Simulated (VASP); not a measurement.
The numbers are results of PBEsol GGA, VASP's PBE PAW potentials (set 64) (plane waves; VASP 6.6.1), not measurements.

The input files of a VASP run:

KPOINTS:
```
K-points
0
gamma
  6 6 11
0 0 0
```

POSCAR:
```
Ga4P3Sb
11.2229110
 -0.0006286566   0.4991979337   0.4999999845
  0.4991979337  -0.0006286566   0.4999999845
  0.2492846385   0.2492846385   0.0000000000
Ga Sb P
4 1 3
Cartesian
  0.4985692771   0.4985692771   0.9851009359
  0.5054313025   0.7409918902   0.7564132541
  0.7409918902   0.5054313025   0.7564132541
  0.4985692771   0.4985692771   0.5011857012
  0.1246423193   0.1246423193   0.1258499307
  0.3742544966   0.1243147804   0.3747453428
  0.1243147804   0.3742544966   0.3747453428
  0.3739269578   0.3739269578   0.6255460986
```

INCAR:
```
ALGO=Normal
EDIFF=1E-7
ENCUT=400
GGA=PS
ISIF=2
ISMEAR=-5
LASPH=.TRUE.
LCHARG=.TRUE.
LEFG=.TRUE.
LMAXMIX=4
LORBIT=11
LREAL=.FALSE.
LWAVE=.FALSE.
NEDOS=601
NELM=100
PREC=Accurate
SYSTEM=Ga4P3Sb
```

POTCAR, in this order: Ga_d Sb P (PBE.64 set). Program: vasp_std.

Output

File OSZICAR:
```
       N       E                     dE             d eps       ncg     rms          rms(c)
DAV:   1     0.558546908008E+03    0.55855E+03   -0.28478E+04 10396   0.206E+03
DAV:   2     0.493099771667E+02   -0.50924E+03   -0.49811E+03 11039   0.515E+02
DAV:   3    -0.332309783376E+02   -0.82541E+02   -0.80457E+02 11765   0.160E+02
DAV:   4    -0.382120328186E+02   -0.49811E+01   -0.49514E+01 12754   0.404E+01
DAV:   5    -0.383606060861E+02   -0.14857E+00   -0.14831E+00 14425   0.670E+00    0.789E+00
DAV:   6    -0.375352352540E+02    0.82537E+00   -0.15741E+00 14328   0.158E+01    0.480E+00
DAV:   7    -0.374044998993E+02    0.13074E+00   -0.82397E-01 12301   0.530E+00    0.148E+00
DAV:   8    -0.373978442254E+02    0.66557E-02   -0.18685E-01 13456   0.455E+00    0.397E-01
DAV:   9    -0.373978634221E+02   -0.19197E-04   -0.20859E-02 13800   0.176E+00    0.140E-01
DAV:  10    -0.373981102573E+02   -0.24684E-03   -0.33428E-03 11515   0.447E-01    0.101E-01
DAV:  11    -0.373982800502E+02   -0.16979E-03   -0.65283E-04 13996   0.159E-01    0.238E-02
DAV:  12    -0.373982809908E+02   -0.94058E-06   -0.14991E-04 12718   0.124E-01    0.177E-02
DAV:  13    -0.373982866548E+02   -0.56640E-05   -0.17336E-05 14303   0.252E-02    0.749E-03
DAV:  14    -0.373982881165E+02   -0.14618E-05   -0.82870E-06 11323   0.277E-02    0.279E-03
DAV:  15    -0.373982882461E+02   -0.12959E-06   -0.99283E-07 12117   0.679E-03    0.163E-03
DAV:  16    -0.373982882707E+02   -0.24600E-07   -0.30155E-07  8691   0.550E-03
   1 F= -.37398288E+02 E0= -.37398288E+02  d E =0.000000E+00
```

OUTCAR:
```
------------------------ aborting loop because EDIFF is reached ----------------------------------------
  FORCE on cell =-STRESS in cart. coord.  units (eV):
  Direction    XX          YY          ZZ          XY          YZ          ZX
  --------------------------------------------------------------------------------------
  Total        0.0407582      0.0407582      0.0260383      0.0022088     -0.0000000     -0.0000000
  in kB        0.3707610      0.3707610      0.2368597      0.0200927     -0.0000000     -0.0000000
  external PRESSURE =       0.3261273 kB  Pullay stress =       0.0000000 kB
  volume of cell :      176.13
      direct lattice vectors                 reciprocal lattice vectors
    -0.007055357  5.602453981  5.611455326    -0.089134356  0.089134356  0.089103445
     5.602453981 -0.007055357  5.611455326     0.089134356 -0.089134356  0.089103445
     2.797699312  2.797699312  0.000000000     0.178718277  0.178718277 -0.178206890
 POSITION                                       TOTAL-FORCE (eV/Angst)
 -----------------------------------------------------------------------------------
      5.59540      5.59540     11.05570        -0.000000     -0.000000      0.001861
      5.67241      8.31609      8.48916        -0.005361      0.005361      0.005067
      8.31609      5.67241      8.48916         0.005361     -0.005361      0.005067
      5.59540      5.59540      5.62476        -0.000000     -0.000000      0.001694
      1.39885      1.39885      1.41240         0.000000      0.000000     -0.018030
      4.20022      1.39517      4.20573        -0.002644      0.002644     -0.000488
      1.39517      4.20022      4.20573         0.002644     -0.002644     -0.000488
      4.19655      4.19655      7.02045        -0.000000     -0.000000      0.005317
 -----------------------------------------------------------------------------------
    total drift:                                0.000028      0.000028     -0.001073
  FREE ENERGIE OF THE ION-ELECTRON SYSTEM (eV)
  ---------------------------------------------------
  free  energy   TOTEN  =       -37.3982882707 eV

  energy  without entropy=      -37.3982882707  energy(sigma->0) =      -37.39828827

 total charge

# of ion       s       p       d       tot
------------------------------------------
    1        0.888   0.902  10.001  11.790
    2        0.875   0.834   9.999  11.707
    3        0.875   0.834   9.999  11.707
    4        0.863   0.757   9.994  11.613
    5        1.119   1.448   0.033   2.599
    6        1.023   1.477   0.000   2.500
    7        1.023   1.477   0.000   2.500
    8        1.024   1.470   0.000   2.494
--------------------------------------------------
tot          7.688   9.198  40.026  56.912

 Electric field gradients after diagonalization (V/A^2)
 (convention: |V_zz| > |V_xx| > |V_yy|)
----------------------------------------------------------------------
 ion       V_xx      V_yy      V_zz     asymmetry (V_yy - V_xx)/ V_zz
----------------------------------------------------------------------
   1       4.621     0.667    -5.288       0.748
   2       3.627     1.847    -5.474       0.325
   3       3.627     1.847    -5.474       0.325
   4      -4.624    -0.317     4.940       0.872
   5      24.015    23.433   -47.448       0.012
   6      14.003     3.426   -17.429       0.607
   7      14.003     3.426   -17.429       0.607
   8       8.691     5.939   -14.631       0.188
```
(Selected blocks of OUTCAR.)

OUTCAR:
```
 val. band max:        5.3072451940   @ k =   0.0000   0.0000   0.0000

 cond. band min:       5.3418351305   @ k =   0.0000   0.0000   0.0000


 Fermi energy:         5.3368609780

 k-point     1 :       0.0000    0.0000    0.0000
  band No.  band energies     occupation
      1     -10.2124      2.00000
      2     -10.1833      2.00000
      3     -10.1560      2.00000
      4     -10.1072      2.00000
      5     -10.0973      2.00000
      6     -10.0168      2.00000
      7     -10.0016      2.00000
      8      -9.9783      2.00000
      9      -9.9441      2.00000
     10      -9.9360      2.00000
     11      -9.9331      2.00000
     12      -9.8956      2.00000
     13      -9.8839      2.00000
     14      -9.8823      2.00000
     15      -9.8720      2.00000
     16      -9.7783      2.00000
     17      -9.7644      2.00000
     18      -9.7337      2.00000
     19      -9.6856      2.00000
     20      -9.6667      2.00000
     21      -7.6130      2.00000
     22      -5.8504      2.00000
     23      -5.5634      2.00000
     24      -4.4525      2.00000
     25      -2.1964      2.00000
     26      -1.9508      2.00000
     27      -1.8093      2.00000
     28       1.9243      2.00000
     29       1.9467      2.00000
     30       3.1837      2.00000
     31       3.4128      2.00000
     32       3.4773      2.00000
     33       3.6868      2.00000
     34       4.8634      2.00000
     35       4.9194      2.00000
     36       5.3072      2.00000
     37       5.3418      0.00000
     38       5.7506      0.00000
     39       5.9808      0.00000
     40       6.1689      0.00000
     41       7.0605      0.00000
     42       8.2404      0.00000
     43       8.2878      0.00000

 k-point     2 :       0.1667    0.0000    0.0000
  band No.  band energies     occupation
      1     -10.2117      2.00000
      2     -10.1829      2.00000
      3     -10.1557      2.00000
      4     -10.1070      2.00000
      5     -10.0971      2.00000
...
```

Unless said otherwise, spin-orbit coupling is left out, though it shifts the bands of the heavy elements here.

The structure was generated: Ga4P3Sb was put into an ordered model structure (Amm2), which need not be its known phase. It was relaxed first.
